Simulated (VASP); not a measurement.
# OsSe (F-43m) in VASP: single point with r2SCAN

Aim: the single point of OsSe with r2SCAN.

Program: VASP 6.6.1. These are calculated values, not measurements. Logs are shortened: lines on timing, memory, paths and dates and some standing lists are left out, and cuts for length are marked.

**1. Starting point**

The structure is cubic, space group F-43m (No. 216). Conventional cell: a = 5.369 Å, b = 5.369 Å, c = 5.369 Å, α = 90.00°, β = 90.00°, γ = 90.00°. Around Os (site symmetry -43m) lie 4 Se at 2.32 Å. Se (site symmetry -43m) has 4 Os at 2.32 Å as nearest neighbours.

The cell was built by a generator and needn't be a form met in nature.

**2. Single point, r2SCAN**

The input, POSCAR:

```
OsSe
1.0
    0.0000000000      2.6846663300      2.6846663300
    2.6846663300      0.0000000000      2.6846663300
    2.6846663300      2.6846663300      0.0000000000
Os Se
1 1
Direct
    0.0000000000      0.0000000000      0.0000000000
    0.2500000000      0.2500000000      0.2500000000
```

The input, INCAR.step1:

```
  PREC = Accurate
  ENCUT = 520
  ISMEAR = -5
  SIGMA = 0.2221
  LREAL = F
  LASPH = T
  NELM = 100
  LMAXMIX = 4
  GGA = PE
  ALGO = Normal
  EDIFF = 1E-4
  LWAVE = T
  LCHARG = F
```

The input, INCAR.step2:

```
  PREC = Accurate
  ENCUT = 520
  EDIFF = 1E-6
  ISMEAR = 1
  SIGMA = 0.2221
  LREAL = F
  LASPH = T
  NELM = 100
  ALGO = Normal
  ISIF = 2
  LWAVE = F
  LCHARG = F
  LMAXMIX = 4
  METAGGA = R2SCAN
  LMIXTAU = T
  LORBIT = 10
  ISTART = 1
```

The input, KPOINTS:

```
Automatic mesh
0
Gamma
  11 11 11
```

Potentials or basis: VASP PAW PBE potentials, release 64 (Os, Se).

Run with:

```console
$ cat potpaw_PBE.64/Os/POTCAR potpaw_PBE.64/Se/POTCAR > POTCAR
$ cp INCAR.step1 INCAR
$ mpirun -np 1 vasp_std > vasp.out
$ cp INCAR.step2 INCAR
$ mpirun -np 1 vasp_std > vasp.out
```

OUTCAR:

```text
PREC = Accurate
   ENCUT = 520
   EDIFF = 1E-6
   ISMEAR = 1
   LREAL = F
   LASPH = T
   NELM = 100
   ISIF = 2
   METAGGA = R2SCAN
   LORBIT = 10
   ISTART = 1

 ion  position               nearest neighbor table
   1  0.000  0.000  0.000-   2 2.32   2 2.32   2 2.32   2 2.32
   2  0.250  0.250  0.250-   1 2.32   1 2.32   1 2.32   1 2.32

  LATTYP: Found a face centered cubic cell.
 ALAT       =     5.3693326600

  Lattice vectors:

 A1 = (   0.0000000000,   2.6846663300,   2.6846663300)
 A2 = (   2.6846663300,   0.0000000000,   2.6846663300)
 A3 = (   2.6846663300,   2.6846663300,   0.0000000000)

Analysis of symmetry for initial positions (statically):
=====================================================================
 Subroutine PRICEL returns:
 Original cell was already a primitive cell.

 Routine SETGRP: Setting up the symmetry group for a
 face centered cubic supercell.

 Subroutine GETGRP returns: Found 24 space group operations
 (whereof 24 operations were pure point group operations)
 out of a pool of 48 trial point group operations.

The static configuration has the point symmetry T_d .

Analysis of symmetry for dynamics (positions and initial velocities):
=====================================================================
 Subroutine PRICEL returns:
 Original cell was already a primitive cell.

 Routine SETGRP: Setting up the symmetry group for a
 face centered cubic supercell.

 Subroutine GETGRP returns: Found 24 space group operations
 (whereof 24 operations were pure point group operations)
 out of a pool of 48 trial point group operations.

The dynamic configuration has the point symmetry T_d .

 Subroutine INISYM returns: Found 24 space group operations
 (whereof 24 operations are pure point group operations),
 and found     1 'primitive' translations

----------------------------------------------------------------------------------------

                                     Primitive cell

  volume of cell :      38.6991

  direct lattice vectors                    reciprocal lattice vectors
     0.000000000  2.684666330  2.684666330    -0.186242884  0.186242884  0.186242884
     2.684666330  0.000000000  2.684666330     0.186242884 -0.186242884  0.186242884
     2.684666330  2.684666330  0.000000000     0.186242884  0.186242884 -0.186242884

  length of vectors
     3.796691534  3.796691534  3.796691534     0.322582138  0.322582138  0.322582138

  position of ions in fractional coordinates (direct lattice)
     0.000000000  0.000000000  0.000000000
     0.250000000  0.250000000  0.250000000

  ion indices of the primitive-cell ions
   primitive index   ion index
                 1           1
                 2           2

----------------------------------------------------------------------------------------

 KPOINTS: Automatic mesh

Automatic generation of k-mesh.
 Grid dimensions read from file:
 generate k-points for:   11   11   11

 Generating k-lattice:

  Cartesian coordinates                     Fractional coordinates (reciprocal lattice)
    -0.016931171  0.016931171  0.016931171     0.090909091  0.000000000  0.000000000
     0.016931171 -0.016931171  0.016931171     0.000000000  0.090909091  0.000000000
     0.016931171  0.016931171 -0.016931171     0.000000000  0.000000000  0.090909091

  Length of vectors
     0.029325649  0.029325649  0.029325649

  Shift w.r.t. Gamma in fractional coordinates (k-lattice)
     0.000000000  0.000000000  0.000000000

 Subroutine IBZKPT returns following result:
 ===========================================

 Found     56 irreducible k-points:

 Following reciprocal coordinates:
            Coordinates               Weight
  0.000000  0.000000  0.000000      1.000000
  0.090909  0.000000  0.000000      8.000000
  0.181818  0.000000  0.000000      8.000000
  0.272727  0.000000  0.000000      8.000000
  0.363636  0.000000  0.000000      8.000000
  0.454545  0.000000  0.000000      8.000000
[... 16 lines left out ...]
 -0.272727  0.181818  0.000000     24.000000
 -0.181818  0.181818  0.000000     12.000000
 [... further k-points ...]
   k-points           NKPTS =     56   k-points in BZ     NKDIM =     56   number of bands    NBANDS=     11
   number of dos      NEDOS =    301   number of ions     NIONS =      2
   total plane-waves  NPLWV =  21952
   dimension x,y,z NGX =    28 NGY =   28 NGZ =   28
   dimension x,y,z NGXF=    56 NGYF=   56 NGZF=   56
   ions per type =               1   1
   NGX,Y,Z   is equivalent  to a cutoff of  12.26, 12.26, 12.26 a.u.
   NGXF,Y,Z  is equivalent  to a cutoff of  24.52, 24.52, 24.52 a.u.
 SYSTEM =  unknown system
   PREC   = accura    normal or accurate (medium, high low for compatibility)
   ISTART =      1    job   : 0-new  1-cont  2-samecut
   ICHARG =      0    charge: 1-file 2-atom 10-const
   ISPIN  =      1    spin polarized calculation?
   LNONCOLLINEAR =      F non collinear calculations
   LSORBIT =      F    spin-orbit coupling
   LASPH  =      T    aspherical Exc in radial PAW
   ENCUT  =  520.0 eV  38.22 Ry    6.18 a.u.   7.06  7.06  7.06*2*pi/ulx,y,z
   NELM   =    100;   NELMIN=  2; NELMDL=  0     # of ELM steps
   EDIFF  = 0.1E-05   stopping-criterion for ELM
   LREAL  =      F    real-space projection
[... 7 lines left out ...]
   TEBEG  =    0.0;   TEEND  =   0.0 temperature during run
   PSTRESS=    0.0 pullay stress
   NELECT =      14.0000    total number of electrons
   NUPDOWN=      -1.0000    fix difference up-down
   EMIN   =  10.00;   EMAX   =-10.00  energy-range for DOS
   EFERMI =   0.00;   METHOD = LEGACY
   ISMEAR =     1;   SIGMA  =   0.22  broadening in eV -4-tet -1-fermi 0-gaus
   EFERMI_NEDOS =   21; number of points for ismear=-14 and -15
   IALGO  =     38    algorithm
   IMIX   =      4    mixing-type and parameters
     AMIX     =   0.40;   BMIX     =  1.00
     AMIX_MAG =   1.60;   BMIX_MAG =  1.00
  volume/ion in A,a.u.               =      19.35       130.58
  Fermi-wavevector in a.u.,A,eV,Ry     =   1.166498  2.204361 18.513675  1.360717
  Thomas-Fermi vector in A             =   2.303010
   LORBIT       =     10    0 simple, 1 ext, 2 COOP (PROOUT), +10 PAW based schemes
   METAGGA = R2SCAN    functional components
   LHFCALC =     F    Hartree Fock is set to
   AEXX    =    0.0000 exact exchange contribution
   IVDW    =     0    specifies the selected vdW correction
   LEPSILON=     F    determine dielectric tensor
   LRPA    =     F    only Hartree local field effects (RPA)
 non-spin polarized calculation
 Methfessel and Paxton  Order N= 1 SIGMA  =   0.22
  energy-cutoff  :      520.00
  volume of cell :       38.70
 maximum number of plane-waves:      1054
   NGX = 15   NGY = 15   NGZ = 15

 number of electron      14.0000000 magnetization

 Free energy of the ion-electron system (eV)
  ---------------------------------------------------
  ext. energy  EPLUGINS =         0.00000000
  ---------------------------------------------------
  free energy    TOTEN  =       -65.98927119 eV

  energy without entropy =      -65.98345491  energy(sigma->0) =      -65.98733243

 E-fermi :   6.3114     XC(G=0): -11.7701

 val. band max:        6.2927736197   @ k =  -0.2727   0.3636   0.0909
 cond. band min:       6.3368380292   @ k =  -0.3636   0.3636   0.0909
 fundamental gap:      0.0440644095
 Fermi energy:         6.3113834187

 k-point     1 :       0.0000    0.0000    0.0000
  band No.  band energies     occupation
      1     -10.7954      2.00000
      2      -0.5157      2.00000
      3      -0.5157      2.00000
      4      -0.5157      2.00000
      5       3.8569      2.00000
      6       3.8569      2.00000
      7       7.6039     -0.00000
      8      10.6535     -0.00000
      9      10.6535     -0.00000
     10      10.6535     -0.00000
     11      13.8498      0.00000

 k-point     2 :       0.0909    0.0000    0.0000
  band No.  band energies     occupation
      1     -10.7193      2.00000
      2      -0.6348      2.00000
      3      -0.4699      2.00000
      4      -0.4699      2.00000
      5       3.8270      2.00000
      6       3.8270      2.00000
      7       7.8775     -0.00000
      8      10.1307     -0.00000
      9      10.5350     -0.00000
     10      10.5350     -0.00000
     11      13.5186      0.00000

 k-point     3 :       0.1818    0.0000    0.0000
  band No.  band energies     occupation
      1     -10.5099      2.00000
      2      -0.9049      2.00000
      3      -0.3522      2.00000
      4      -0.3522      2.00000
      5       3.7867      2.00000
      6       3.7867      2.00000
      7       8.0879     -0.00000
      8       9.2983     -0.00000
      9      10.1145     -0.00000
     10      10.1145     -0.00000
     11      13.1108      0.00000
[... 267 lines left out ...]
 k-point    23 :      -0.2727    0.1818    0.0000
  band No.  band energies     occupation
      1      -9.8678      2.00000
      2      -1.1745      2.00000
      3      -0.3001      2.00000
      4       0.0167      2.00000
      5       3.5959      2.00000
      6       4.2382      2.00000
      7       5.5016      2.00000
      8       7.3139     -0.00000
      9       9.1319     -0.00000
     10      11.3068      0.00000
     11      13.3550      0.00000

 k-point    24 :      -0.1818    0.1818    0.0000
  band No.  band energies     occupation
      1     -10.1250      2.00000
      2      -1.1675      2.00000
      3      -0.2442      2.00000
      4      -0.1395      2.00000
      5       3.5157      2.00000
      6       4.1334      2.00000
      7       6.6773     -0.04177
      8       7.8483     -0.00000
      9       9.8782     -0.00000
     10      10.7692      0.00000
     11      13.1920      0.00000

 [... further k-points ...]

------------------------ aborting loop because EDIFF is reached ----------------------------------------

  FORCE on cell =-STRESS in cart. coord.  units (eV):
  Direction    XX          YY          ZZ          XY          YZ          ZX
  --------------------------------------------------------------------------------------
  -------------------------------------------------------------------------------------
  Total        2.6448835      2.6448835      2.6448835      0.0000000      0.0000000      0.0000000
  in kB      109.5005213    109.5005213    109.5005213      0.0000000      0.0000000      0.0000000
  external PRESSURE =     109.5005213 kB  Pullay stress =       0.0000000 kB

 VOLUME and BASIS-vectors are now :
 -----------------------------------------------------------------------------
  energy-cutoff  :      520.00
  volume of cell :       38.70
      direct lattice vectors                 reciprocal lattice vectors
     0.000000000  2.684666330  2.684666330    -0.186242884  0.186242884  0.186242884
     2.684666330  0.000000000  2.684666330     0.186242884 -0.186242884  0.186242884
     2.684666330  2.684666330  0.000000000     0.186242884  0.186242884 -0.186242884

 POSITION                                       TOTAL-FORCE (eV/Angst)
 -----------------------------------------------------------------------------------
      0.00000      0.00000      0.00000         0.000000     -0.000000     -0.000000
      1.34233      1.34233      1.34233        -0.000000      0.000000      0.000000
 -----------------------------------------------------------------------------------
    total drift:                                0.000000      0.000000      0.000000

  FREE ENERGIE OF THE ION-ELECTRON SYSTEM (eV)
  ---------------------------------------------------
  free  energy   TOTEN  =       -65.9892711936 eV

  energy  without entropy=      -65.9834549056  energy(sigma->0) =      -65.98733243

 total charge

# of ion       s       p       d       tot
------------------------------------------
    1        0.621   0.530   6.393   7.544
    2        1.417   2.406   0.235   4.058
--------------------------------------------------
tot          2.038   2.936   6.627  11.602
```

Run time: 53 s. Hardware: 1 thread of Intel Xeon Platinum 8375C at 2.90GHz (Ice Lake), shared host; peak memory 0.18 GiB.

What came out:

```yaml
Free_energy: -65.9893 eV
Pressure: 11.0 GPa
Band_gap_on_the_k_mesh: none (metal or under the smearing width)
Valence_electrons_inside_the_program's_atomic_spheres: Os 7.54; Se 4.06
```

Caveat: the PAW data sets were made with another functional, which shifts forces and pressure a little. The run has no spin-orbit coupling, so splittings on Os are missing.
